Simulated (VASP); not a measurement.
# NiSb (Breithauptite) with r2SCAN + rVV10: from relaxation to properties, part 6 of 11

What structure does NiSb (Breithauptite) take at this level, and what are its properties? The start is a cell from a database of measured crystal structures.

VASP 6.6.1, plane waves and PAW; the level of theory is named at each step.

Still holding for the runs below: The k-mesh is coarse for a metal.

So far. Step 6 (Magnetic start: antiferromagnetic, q = (1/2, 1/2, 0)): The energy lies +0.7 meV an atom from the first pattern, and both runs end without moments, so a difference comes from cell, mesh or thresholds alone. The moments fall under 0.1 μB, and the mesh shows no gap. Step 7 (The orders side by side): All patterns lost their moments. Runs that ended non-magnetic differ by up to 6.1 meV an atom among themselves, which can come from the unlike meshes of the cells or from a run that isn't fully settled.

The database entry behind the starting cell differs from later determinations by our own check (c about 0.3 % short), so it need not match the best structure at ambient conditions.

## Step 8: Relaxing cell and atoms (r2SCAN + rVV10)

This step: r2SCAN with rVV10, zero-moment start; plane waves and PAW (Ni, Sb) (VASP 6.6.1).

System of this step: NiSb (Breithauptite). The structure is hexagonal, space group P6_3/mmc (No. 194). Conventional cell: a = 3.928 Å, b = 3.928 Å, c = 5.120 Å, α = 90.00°, β = 90.00°, γ = 120.00°. Nearest to Ni lie 2 Ni at 2.56 Å and 6 Sb at 2.60 Å. Sb has 6 Ni at 2.60 Å nearest. Farther neighbours are not listed.

The start need not lie at this functional's minimum. ISIF = 3 frees volume, shape and positions, and EDIFFG sets the threshold on forces and stress at which the search stops.

INCAR reads:

```
SYSTEM = NiSb
PREC = Accurate
ENCUT = 400
EDIFF = 1E-06
NELM = 100
ISMEAR = 0
SIGMA = 0.05
LREAL = .FALSE.
ALGO = Normal
METAGGA = R2SCAN
LUSE_VDW = .TRUE.
IVDW_NL = 2
BPARAM = 11.95
CPARAM = 0.0093
LASPH = .TRUE.
NBANDS = 23
ISPIN = 2
MAGMOM = -0 -0 -0 -0
LMAXMIX = 4
LORBIT = 11
LWAVE = .FALSE.
LCHARG = .FALSE.
KPAR = 8
IBRION = 2
NSW = 60
ISIF = 3
EDIFFG = -0.01
```

POSCAR reads:

```
NiSb
1.0
    3.9280000000      0.0000000000      0.0000000000
   -1.9640000000      3.4017477861      0.0000000000
    0.0000000000      0.0000000000      5.1200000000
Ni Sb
2 2
Direct
    0.0000000000      0.0000000000      0.0000000000
    0.0000000000      0.0000000000      0.5000000000
    0.3333333333      0.6666666667      0.2500000000
    0.6666666667      0.3333333333      0.7500000000
```

KPOINTS reads:

```
Automatic mesh
0
Gamma
7 7 5
0 0 0
```

Potentials, in the order of the species: Ni and Sb (PBE family, release 64).

Launch:

```
$ mpirun -np 8 vasp_std
```

The log of the run:

```text
[... set-up lines as in an earlier step ...]
 entering main loop
       N       E                     dE             d eps       ncg     rms          rms(c)
Total rVV10 correction in eV:      0.7741347    41.0182314
Total rVV10 correction in eV:      0.7741347    41.0182314
Total rVV10 correction in eV:      0.7741347    41.0182314
Total rVV10 correction in eV:      0.7741347    41.0182314
Total rVV10 correction in eV:      0.7741347    41.0182314
Total rVV10 correction in eV:      0.7741347    41.0182314
Total rVV10 correction in eV:      0.7741347    41.0182314
Total rVV10 correction in eV:      0.7741347    41.0182314
DAV:   1     0.100169116080E+03    0.10017E+03   -0.10695E+04  2208   0.114E+03
DAV:   2    -0.724020777578E+02   -0.17257E+03   -0.16381E+03  2334   0.265E+02
DAV:   3    -0.803428730491E+02   -0.79408E+01   -0.78097E+01  2720   0.718E+01
DAV:   4    -0.804938662525E+02   -0.15099E+00   -0.15088E+00  2527   0.960E+00
DAV:   5    -0.804995858030E+02   -0.57196E-02   -0.57193E-02  3010   0.188E+00    0.131E+01
Total rVV10 correction in eV:      0.7377155    41.0182327
Total rVV10 correction in eV:      0.7377155    41.0182327
Total rVV10 correction in eV:      0.7377155    41.0182327
Total rVV10 correction in eV:      0.7377155    41.0182327
Total rVV10 correction in eV:      0.7377155    41.0182327
Total rVV10 correction in eV:      0.7377155    41.0182327
Total rVV10 correction in eV:      0.7377155    41.0182327
Total rVV10 correction in eV:      0.7377155    41.0182327
DAV:   6    -0.795393392509E+02    0.96025E+00   -0.29010E+01  2453   0.956E+01    0.176E+01
Total rVV10 correction in eV:      0.7527776    41.0182329
Total rVV10 correction in eV:      0.7527776    41.0182329
Total rVV10 correction in eV:      0.7527776    41.0182329
Total rVV10 correction in eV:      0.7527776    41.0182329
Total rVV10 correction in eV:      0.7527776    41.0182329
Total rVV10 correction in eV:      0.7527776    41.0182329
Total rVV10 correction in eV:      0.7527776    41.0182329
Total rVV10 correction in eV:      0.7527776    41.0182329
DAV:   7    -0.755542448423E+02    0.39851E+01   -0.86610E+00  2600   0.606E+01    0.372E+00
Total rVV10 correction in eV:      0.7508888    41.0182327
Total rVV10 correction in eV:      0.7508888    41.0182327
Total rVV10 correction in eV:      0.7508888    41.0182327
Total rVV10 correction in eV:      0.7508888    41.0182327
Total rVV10 correction in eV:      0.7508888    41.0182327
Total rVV10 correction in eV:      0.7508888    41.0182327
Total rVV10 correction in eV:      0.7508888    41.0182327
Total rVV10 correction in eV:      0.7508888    41.0182327
DAV:   8    -0.756723160182E+02   -0.11807E+00   -0.11238E+00  3094   0.127E+01    0.297E+00
Total rVV10 correction in eV:      0.7473334    41.0182327
Total rVV10 correction in eV:      0.7473334    41.0182327
Total rVV10 correction in eV:      0.7473334    41.0182327
Total rVV10 correction in eV:      0.7473334    41.0182327
Total rVV10 correction in eV:      0.7473334    41.0182327
Total rVV10 correction in eV:      0.7473334    41.0182327
Total rVV10 correction in eV:      0.7473334    41.0182327
Total rVV10 correction in eV:      0.7473334    41.0182327
DAV:   9    -0.756149820996E+02    0.57334E-01   -0.17544E-01  2657   0.706E+00    0.575E-01
Total rVV10 correction in eV:      0.7477807    41.0182327
Total rVV10 correction in eV:      0.7477807    41.0182327
Total rVV10 correction in eV:      0.7477807    41.0182327
Total rVV10 correction in eV:      0.7477807    41.0182327
Total rVV10 correction in eV:      0.7477807    41.0182327
Total rVV10 correction in eV:      0.7477807    41.0182327
Total rVV10 correction in eV:      0.7477807    41.0182327
Total rVV10 correction in eV:      0.7477807    41.0182327
DAV:  10    -0.756149607231E+02    0.21376E-04   -0.92992E-03  3394   0.930E-01    0.301E-01
Total rVV10 correction in eV:      0.7486837    41.0182327
Total rVV10 correction in eV:      0.7486837    41.0182327
Total rVV10 correction in eV:      0.7486837    41.0182327
Total rVV10 correction in eV:      0.7486837    41.0182327
Total rVV10 correction in eV:      0.7486837    41.0182327
Total rVV10 correction in eV:      0.7486837    41.0182327
Total rVV10 correction in eV:      0.7486837    41.0182327
Total rVV10 correction in eV:      0.7486837    41.0182327
DAV:  11    -0.756150503998E+02   -0.89677E-04   -0.13810E-03  2987   0.362E-01    0.104E-01
Total rVV10 correction in eV:      0.7486578    41.0182327
Total rVV10 correction in eV:      0.7486578    41.0182327
Total rVV10 correction in eV:      0.7486578    41.0182327
Total rVV10 correction in eV:      0.7486578    41.0182327
Total rVV10 correction in eV:      0.7486578    41.0182327
Total rVV10 correction in eV:      0.7486578    41.0182327
Total rVV10 correction in eV:      0.7486578    41.0182327
Total rVV10 correction in eV:      0.7486578    41.0182327
DAV:  12    -0.756150455660E+02    0.48338E-05   -0.35442E-04  2787   0.311E-01    0.532E-02
Total rVV10 correction in eV:      0.7486500    41.0182327
Total rVV10 correction in eV:      0.7486500    41.0182327
Total rVV10 correction in eV:      0.7486500    41.0182327
Total rVV10 correction in eV:      0.7486500    41.0182327
Total rVV10 correction in eV:      0.7486500    41.0182327
Total rVV10 correction in eV:      0.7486500    41.0182327
Total rVV10 correction in eV:      0.7486500    41.0182327
Total rVV10 correction in eV:      0.7486500    41.0182327
DAV:  13    -0.756150383698E+02    0.71963E-05   -0.35255E-05  2327   0.558E-02    0.384E-02
Total rVV10 correction in eV:      0.7486376    41.0182327
Total rVV10 correction in eV:      0.7486376    41.0182327
Total rVV10 correction in eV:      0.7486376    41.0182327
Total rVV10 correction in eV:      0.7486376    41.0182327
Total rVV10 correction in eV:      0.7486376    41.0182327
Total rVV10 correction in eV:      0.7486376    41.0182327
Total rVV10 correction in eV:      0.7486376    41.0182327
Total rVV10 correction in eV:      0.7486376    41.0182327
DAV:  14    -0.756150235993E+02    0.14770E-04   -0.10716E-05  3176   0.529E-02    0.177E-02
Total rVV10 correction in eV:      0.7486615    41.0182327
Total rVV10 correction in eV:      0.7486615    41.0182327
Total rVV10 correction in eV:      0.7486615    41.0182327
Total rVV10 correction in eV:      0.7486615    41.0182327
Total rVV10 correction in eV:      0.7486615    41.0182327
Total rVV10 correction in eV:      0.7486615    41.0182327
Total rVV10 correction in eV:      0.7486615    41.0182327
Total rVV10 correction in eV:      0.7486615    41.0182327
DAV:  15    -0.756150231523E+02    0.44702E-06   -0.25030E-06  1826   0.197E-02
Total rVV10 correction in eV:      0.7486932    41.0182327
[...]
Total rVV10 correction in eV:      0.7416203    41.0182340
DAV:   9    -0.756155923853E+02    0.52913E-06   -0.20731E-07  1230   0.367E-03
Total rVV10 correction in eV:      0.7416313    41.0182340
Total rVV10 correction in eV:      0.7416313    41.0182340
Total rVV10 correction in eV:      0.7416313    41.0182340
Total rVV10 correction in eV:      0.7416313    41.0182340
Total rVV10 correction in eV:      0.7416313    41.0182340
Total rVV10 correction in eV:      0.7416313    41.0182340
Total rVV10 correction in eV:      0.7416313    41.0182340
Total rVV10 correction in eV:      0.7416313    41.0182340
Total rVV10 correction in eV:      0.7416226    41.0182340
Total rVV10 correction in eV:      0.7416226    41.0182340
Total rVV10 correction in eV:      0.7416226    41.0182340
Total rVV10 correction in eV:      0.7416226    41.0182340
Total rVV10 correction in eV:      0.7416226    41.0182340
Total rVV10 correction in eV:      0.7416226    41.0182340
Total rVV10 correction in eV:      0.7416226    41.0182340
Total rVV10 correction in eV:      0.7416226    41.0182340
   2 F= -.75615592E+02 E0= -.75614883E+02  d E =-.569233E-03  mag=    -0.0000
[...]
3 F= -.75617088E+02 E0= -.75616400E+02  d E =-.206460E-02  mag=     0.0000
[...]
4 F= -.75617089E+02 E0= -.75616403E+02  d E =-.206634E-02  mag=     0.0000
[...]
5 F= -.75617088E+02 E0= -.75616402E+02  d E =-.206519E-02  mag=    -0.0000
[...]
6 F= -.75616540E+02 E0= -.75615859E+02  d E =-.151662E-02  mag=     0.0000
 curvature: ****** expect dE=-0.310E+00 dE for cont linesearch -0.310E+00
 ZBRENT: interpolating
 opt :   0.5164  next Energy=   -75.617089 (dE=-0.207E-02)
 bond charge predicted
       N       E                     dE             d eps       ncg     rms          rms(c)
Total rVV10 correction in eV:      0.7465301    41.0182331
Total rVV10 correction in eV:      0.7465301    41.0182331
Total rVV10 correction in eV:      0.7465301    41.0182331
Total rVV10 correction in eV:      0.7465301    41.0182331
Total rVV10 correction in eV:      0.7465301    41.0182331
Total rVV10 correction in eV:      0.7465301    41.0182331
Total rVV10 correction in eV:      0.7465301    41.0182331
Total rVV10 correction in eV:      0.7465301    41.0182331
DAV:   1    -0.756251871138E+02   -0.86481E-02   -0.72278E-02  2432   0.417E+00    0.850E-01
Total rVV10 correction in eV:      0.7442473    41.0182335
Total rVV10 correction in eV:      0.7442473    41.0182335
Total rVV10 correction in eV:      0.7442473    41.0182335
Total rVV10 correction in eV:      0.7442473    41.0182335
Total rVV10 correction in eV:      0.7442473    41.0182335
Total rVV10 correction in eV:      0.7442473    41.0182335
Total rVV10 correction in eV:      0.7442473    41.0182335
Total rVV10 correction in eV:      0.7442473    41.0182335
DAV:   2    -0.756375294341E+02   -0.12342E-01   -0.11969E-01  2558   0.673E+00    0.116E+00
Total rVV10 correction in eV:      0.7454500    41.0182335
Total rVV10 correction in eV:      0.7454500    41.0182335
Total rVV10 correction in eV:      0.7454500    41.0182335
Total rVV10 correction in eV:      0.7454500    41.0182335
Total rVV10 correction in eV:      0.7454500    41.0182335
Total rVV10 correction in eV:      0.7454500    41.0182335
Total rVV10 correction in eV:      0.7454500    41.0182335
Total rVV10 correction in eV:      0.7454500    41.0182335
DAV:   3    -0.756168443153E+02    0.20685E-01   -0.52121E-02  2586   0.451E+00    0.127E-01
Total rVV10 correction in eV:      0.7450278    41.0182335
Total rVV10 correction in eV:      0.7450278    41.0182335
Total rVV10 correction in eV:      0.7450278    41.0182335
Total rVV10 correction in eV:      0.7450278    41.0182335
Total rVV10 correction in eV:      0.7450278    41.0182335
Total rVV10 correction in eV:      0.7450278    41.0182335
Total rVV10 correction in eV:      0.7450278    41.0182335
Total rVV10 correction in eV:      0.7450278    41.0182335
DAV:   4    -0.756171256581E+02   -0.28134E-03   -0.14792E-03  2250   0.219E-01    0.561E-02
Total rVV10 correction in eV:      0.7450131    41.0182335
Total rVV10 correction in eV:      0.7450131    41.0182335
Total rVV10 correction in eV:      0.7450131    41.0182335
Total rVV10 correction in eV:      0.7450131    41.0182335
Total rVV10 correction in eV:      0.7450131    41.0182335
Total rVV10 correction in eV:      0.7450131    41.0182335
Total rVV10 correction in eV:      0.7450131    41.0182335
Total rVV10 correction in eV:      0.7450131    41.0182335
DAV:   5    -0.756170880404E+02    0.37618E-04   -0.80750E-05  2892   0.159E-01    0.127E-02
Total rVV10 correction in eV:      0.7450256    41.0182335
Total rVV10 correction in eV:      0.7450256    41.0182335
Total rVV10 correction in eV:      0.7450256    41.0182335
Total rVV10 correction in eV:      0.7450256    41.0182335
Total rVV10 correction in eV:      0.7450256    41.0182335
Total rVV10 correction in eV:      0.7450256    41.0182335
Total rVV10 correction in eV:      0.7450256    41.0182335
Total rVV10 correction in eV:      0.7450256    41.0182335
DAV:   6    -0.756170888635E+02   -0.82306E-06   -0.11867E-05  2404   0.211E-02    0.623E-03
Total rVV10 correction in eV:      0.7450324    41.0182335
Total rVV10 correction in eV:      0.7450324    41.0182335
Total rVV10 correction in eV:      0.7450324    41.0182335
Total rVV10 correction in eV:      0.7450324    41.0182335
Total rVV10 correction in eV:      0.7450324    41.0182335
Total rVV10 correction in eV:      0.7450324    41.0182335
Total rVV10 correction in eV:      0.7450324    41.0182335
Total rVV10 correction in eV:      0.7450324    41.0182335
DAV:   7    -0.756170870279E+02    0.18356E-05   -0.35467E-07  1216   0.863E-03    0.258E-03
Total rVV10 correction in eV:      0.7450410    41.0182335
Total rVV10 correction in eV:      0.7450410    41.0182335
Total rVV10 correction in eV:      0.7450410    41.0182335
Total rVV10 correction in eV:      0.7450410    41.0182335
Total rVV10 correction in eV:      0.7450410    41.0182335
Total rVV10 correction in eV:      0.7450410    41.0182335
Total rVV10 correction in eV:      0.7450410    41.0182335
Total rVV10 correction in eV:      0.7450410    41.0182335
DAV:   8    -0.756170857149E+02    0.13130E-05   -0.64865E-07  1188   0.103E-02    0.134E-03
Total rVV10 correction in eV:      0.7450398    41.0182335
Total rVV10 correction in eV:      0.7450398    41.0182335
Total rVV10 correction in eV:      0.7450398    41.0182335
Total rVV10 correction in eV:      0.7450398    41.0182335
Total rVV10 correction in eV:      0.7450398    41.0182335
Total rVV10 correction in eV:      0.7450398    41.0182335
Total rVV10 correction in eV:      0.7450398    41.0182335
Total rVV10 correction in eV:      0.7450398    41.0182335
DAV:   9    -0.756170856638E+02    0.51098E-07   -0.98419E-08  1160   0.298E-03
Total rVV10 correction in eV:      0.7450397    41.0182335
Total rVV10 correction in eV:      0.7450397    41.0182335
Total rVV10 correction in eV:      0.7450397    41.0182335
Total rVV10 correction in eV:      0.7450397    41.0182335
Total rVV10 correction in eV:      0.7450397    41.0182335
Total rVV10 correction in eV:      0.7450397    41.0182335
Total rVV10 correction in eV:      0.7450397    41.0182335
Total rVV10 correction in eV:      0.7450397    41.0182335
Total rVV10 correction in eV:      0.7450400    41.0182335
Total rVV10 correction in eV:      0.7450400    41.0182335
Total rVV10 correction in eV:      0.7450400    41.0182335
Total rVV10 correction in eV:      0.7450400    41.0182335
Total rVV10 correction in eV:      0.7450400    41.0182335
Total rVV10 correction in eV:      0.7450400    41.0182335
Total rVV10 correction in eV:      0.7450400    41.0182335
Total rVV10 correction in eV:      0.7450400    41.0182335
   7 F= -.75617086E+02 E0= -.75616400E+02  d E =-.206251E-02  mag=     0.0000
 curvature:  -0.00 expect dE=-0.991E-08 dE for cont linesearch -0.303E-08
 trial: gam=-0.03493 g(F)=  0.170E-45 g(S)=  0.369E-04 ort = 0.280E-03 (trialstep = 0.903E+00)
 search vector abs. value=  0.258E-04
 reached required accuracy - stopping structural energy minimisation
```

Wall time 7.1 min (8 MPI ranks of Intel Xeon Platinum 8488C (Sapphire Rapids), shared host); peak memory 2.9 GiB.

From OUTCAR (step 8):

```text
   NELECT =      30.0000    total number of electrons

 E-fermi :  10.0676

 spin component 1
 k-point     1 :       0.0000    0.0000    0.0000
  band No.  band energies     occupation
    ...
      9       7.8238      1.00000
     10       7.8240      1.00000
     11       8.6548      1.00000
     12       8.6548      1.00000
     13      10.0014      0.96956
     14      10.6566      0.00000
     15      10.6566      0.00000
     16      12.6719      0.00000
     17      12.6719      0.00000
     18      13.6319      0.00000
    ...

 k-point     2 :       0.1429   -0.0000    0.0000
  band No.  band energies     occupation
    ...
     11       8.6349      1.00000
     12       8.6551      1.00000
     13       9.1650      1.00000
     14       9.8498      1.00000
     15       9.9130      0.99999
     16      11.8559      0.00000
     17      13.3891      0.00000
     18      13.9020      0.00000
     19      15.1497      0.00000
     20      16.0855      0.00000
    ...

  Total       -0.0342251     -0.0342251      0.0267996      0.0000000      0.0000000      0.0000000
  in kB       -0.8080610     -0.8080610      0.6327436      0.0000000      0.0000000      0.0000000
  external PRESSURE =      -0.3277928 kB  Pullay stress =       0.0000000 kB

 POSITION                                       TOTAL-FORCE (eV/Angst)
 -----------------------------------------------------------------------------------
      0.00000      0.00000      0.00000        -0.000000      0.000000      0.000000
     -0.00000      0.00000      2.55441        -0.000000     -0.000000      0.000000
     -0.00000      2.26110      1.27720        -0.000000     -0.000000      0.000000
      1.95817      1.13055      3.83161         0.000000      0.000000     -0.000000
 -----------------------------------------------------------------------------------
    total drift:                               -0.000000      0.000000      0.000000

  FREE ENERGIE OF THE ION-ELECTRON SYSTEM (eV)
  ---------------------------------------------------
  free  energy   TOTEN  =       -75.6170856638 eV

  energy  without entropy=      -75.6157134763  energy(sigma->0) =      -75.61639957

 reached required accuracy - stopping structural energy minimisation

 magnetization (x)
# of ion       s       p       d       tot
------------------------------------------
    1       -0.000  -0.000  -0.000  -0.000
    2       -0.000  -0.000  -0.000  -0.000
    3        0.000   0.000   0.000   0.000
    4        0.000   0.000   0.000   0.000
--------------------------------------------------
tot         -0.000  -0.000  -0.000  -0.000

[... 8 parts as in an earlier step ...]

[... 9 further parts left out ...]
```

This run allows spin, but its moments start at zero, where symmetry between the spins tends to hold them, which is where the search above led. The run keeps the 24 symmetry operations of its start, so it cannot find a distortion of lower symmetry.

Relaxation path:

```csv
step,energy less that of the first step (eV),largest force (eV/Å),pressure (GPa),volume (Å³)
1,0.0000,0.0000,-1.02,68.41
2,-0.0006,0.0000,1.04,67.34
3,-0.0021,0.0000,0.05,67.81
4,-0.0021,0.0000,0.01,67.84
5,-0.0021,0.0000,0.03,67.85
6,-0.0015,0.0000,-0.57,68.13
7,-0.0021,0.0000,-0.03,67.86
```

```csv
"conventional cell, symmetrised",before,after,change
a (Å),3.928,3.916,-0.3 %
b (Å),3.928,3.916,-0.3 %
c (Å),5.120,5.109,-0.2 %
volume (Å³/atom),17.10,16.96,-0.8 %
```

Final coordinates:

```
Ni Sb
1.0
     3.91633    0.00000    0.00000
    -1.95817    3.39165    0.00000
     0.00000    0.00000    5.10882
Ni Sb
2 2
Direct
  0.00000 0.00000 0.00000
  0.00000 0.00000 0.50000
  0.33333 0.66667 0.25000
  0.66667 0.33333 0.75000
```

This step gave:

```yaml
electrons: 30
bands: 23
irreducible_k_points: 24
symmetry_operations: 24
free_energy_toten: -75.6171 eV
energy_at_zero_smearing: -75.6164 eV
fermi_energy: 10.07 eV
pressure: -0.03278 GPa
scf_cycles_over_all_ionic_steps: 58
```

It ends with forces that vanish by symmetry and a pressure of -0.03 GPa.

(Part 6 of 11 ends here.)

[Lines on the potential files, build, host, timing and source positions are cut from VASP's logs without a mark.]

[Logs are printed without paths, hosts, clocks, repeated set-up lines and the standing remarks that a program may print on its own settings, such as how far it seeks lower states.]

[Hosts, paths, dates, database ids (printed as entryN), source tags and the programs' standing remarks are cut or masked in the printed files.]

[A measured line is paired with the nearest computed mode of its activity, which favours agreement.]

[In band tables of VASP the shares of atoms and orbitals are scaled to a sum of 1 inside the atoms' spheres.]
